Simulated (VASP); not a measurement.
Here is the system:

```xyz
2
Lattice="0.0000 1.7835 1.7835 1.7835 0.0000 1.7835 1.7835 1.7835 0.0000" Properties=species:S:1:pos:R:3 pbc="T T T"
C      0.0000     0.0000     0.0000
C      0.8918     0.8918     0.8918
```

Method: G0W0 on PBE orbitals, VASP's PBE PAW potentials (set 64) (plane waves; VASP). Numerical set-up: PREC = Normal, 500 eV cut-off, 4×4×4 Γ-centred mesh, Gaussian smearing of 0.010 eV, potentials C_GW_new.

The mesh is coarse and the basis finite, so the quasiparticle values are not converged.

NBANDS = 64, ENCUTGW = 150 eV, NOMEGA = 64. The PBE levels (eV) that the step starts from are:

| state | KS energy | filling |
|---|---|---|
| k1 (0.00, 0.00, 0.00), band 1 | -8.77 | 2 |
| k1 (0.00, 0.00, 0.00), band 2 | 12.71 | 2 |
| k1 (0.00, 0.00, 0.00), band 3 | 12.71 | 2 |
| k1 (0.00, 0.00, 0.00), band 4 | 12.71 | 2 |
| k1 (0.00, 0.00, 0.00), band 5 | 18.31 | 0 |
| k1 (0.00, 0.00, 0.00), band 6 | 18.31 | 0 |
| k1 (0.00, 0.00, 0.00), band 7 | 18.31 | 0 |
| k1 (0.00, 0.00, 0.00), band 8 | 26.07 | 0 |
| k7 (0.50, 0.50, 0.00), band 1 | -0.05 | 2 |
| k7 (0.50, 0.50, 0.00), band 2 | -0.05 | 2 |
| k7 (0.50, 0.50, 0.00), band 3 | 6.42 | 2 |
| k7 (0.50, 0.50, 0.00), band 4 | 6.42 | 2 |
| k7 (0.50, 0.50, 0.00), band 5 | 17.46 | 0 |
| k7 (0.50, 0.50, 0.00), band 6 | 17.46 | 0 |
| k7 (0.50, 0.50, 0.00), band 7 | 29.56 | 0 |
| k7 (0.50, 0.50, 0.00), band 8 | 29.56 | 0 |
| k8 (-0.25, 0.50, 0.25), band 1 | 0.74 | 2 |
| k8 (-0.25, 0.50, 0.25), band 2 | 0.74 | 2 |
| k8 (-0.25, 0.50, 0.25), band 3 | 4.39 | 2 |
| k8 (-0.25, 0.50, 0.25), band 4 | 4.39 | 2 |
| k8 (-0.25, 0.50, 0.25), band 5 | 23.34 | 0 |
| k8 (-0.25, 0.50, 0.25), band 6 | 23.34 | 0 |
| k8 (-0.25, 0.50, 0.25), band 7 | 25.05 | 0 |
| k8 (-0.25, 0.50, 0.25), band 8 | 25.05 | 0 |

### Question
Give the quasiparticle energies and renormalisation factors Z.

### Answer

```
state                           QP energy (eV)     Z
------------------------------  --------------  ----
k1 (0.00, 0.00, 0.00), band 1           -10.33  0.77
k1 (0.00, 0.00, 0.00), band 2            12.11  0.82
k1 (0.00, 0.00, 0.00), band 3            12.11  0.82
k1 (0.00, 0.00, 0.00), band 4            12.11  0.82
k1 (0.00, 0.00, 0.00), band 5            19.31  0.82
k1 (0.00, 0.00, 0.00), band 6            19.31  0.82
k1 (0.00, 0.00, 0.00), band 7            19.31  0.82
k1 (0.00, 0.00, 0.00), band 8            27.03  0.77
k7 (0.50, 0.50, 0.00), band 1            -1.35  0.76
k7 (0.50, 0.50, 0.00), band 2            -1.35  0.76
k7 (0.50, 0.50, 0.00), band 3             5.41  0.80
k7 (0.50, 0.50, 0.00), band 4             5.41  0.80
k7 (0.50, 0.50, 0.00), band 5            17.97  0.83
k7 (0.50, 0.50, 0.00), band 6            17.97  0.83
k7 (0.50, 0.50, 0.00), band 7            30.95  0.76
k7 (0.50, 0.50, 0.00), band 8            30.95  0.76
k8 (-0.25, 0.50, 0.25), band 1           -0.57  0.77
k8 (-0.25, 0.50, 0.25), band 2           -0.57  0.77
k8 (-0.25, 0.50, 0.25), band 3            3.30  0.79
k8 (-0.25, 0.50, 0.25), band 4            3.30  0.79
k8 (-0.25, 0.50, 0.25), band 5           24.18  0.81
k8 (-0.25, 0.50, 0.25), band 6           24.18  0.81
k8 (-0.25, 0.50, 0.25), band 7           26.21  0.79
k8 (-0.25, 0.50, 0.25), band 8           26.21  0.79
```
On the mesh the gap opens from 4.44 to 5.76 eV.

The compound is C in the diamond structure. The cell was not relaxed at this level. The k-mesh is coarse (spacing up to 0.76 per Å, 2π included), so the numbers may not be converged in it.
